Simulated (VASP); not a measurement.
OSZICAR of a VASP run on BN (zinc blende):

**OSZICAR**
```
       N       E                     dE             d eps       ncg     rms          rms(c)
DAV:   1     0.761812377373E+01    0.76181E+01   -0.50674E+03   768   0.977E+02
DAV:   2    -0.182278610570E+02   -0.25846E+02   -0.24919E+02  1088   0.171E+02
DAV:   3    -0.184026487275E+02   -0.17479E+00   -0.17479E+00   848   0.174E+01
DAV:   4    -0.184028077237E+02   -0.15900E-03   -0.15900E-03  1024   0.446E-01
DAV:   5    -0.184028077791E+02   -0.55360E-07   -0.55353E-07   808   0.564E-03    0.666E+00
DAV:   6    -0.175358051612E+02    0.86700E+00   -0.34437E+00   936   0.136E+01    0.326E+00
DAV:   7    -0.174650720360E+02    0.70733E-01   -0.91365E-02   960   0.297E+00    0.190E+00
DAV:   8    -0.174507074654E+02    0.14365E-01   -0.41204E-02   912   0.185E+00    0.188E-01
DAV:   9    -0.174509159135E+02   -0.20845E-03   -0.57231E-04   784   0.256E-01    0.757E-02
DAV:  10    -0.174509925586E+02   -0.76645E-04   -0.13968E-04  1064   0.120E-01    0.153E-02
DAV:  11    -0.174509973632E+02   -0.48046E-05   -0.80677E-06   864   0.277E-02    0.695E-03
DAV:  12    -0.174509973438E+02    0.19395E-07   -0.13904E-06   376   0.992E-03
   1 F= -.17450997E+02 E0= -.17450997E+02  d E =-.272058E-12
```

Q: Which electronic solver shows in the log?

A: It is blocked Davidson (ALGO = Normal, or the opening steps of other solvers). The INCAR had ALGO = Normal.

Q: Can the final energy be trusted as converged?

A: The calculation finished and met its thresholds. It stopped with EDIFF = 1E-6, NELM = 100 (PBE GGA, plane waves, VASP's PBE PAW potentials (set 64)).

The compound is BN in the zinc blende structure. It was relaxed first.
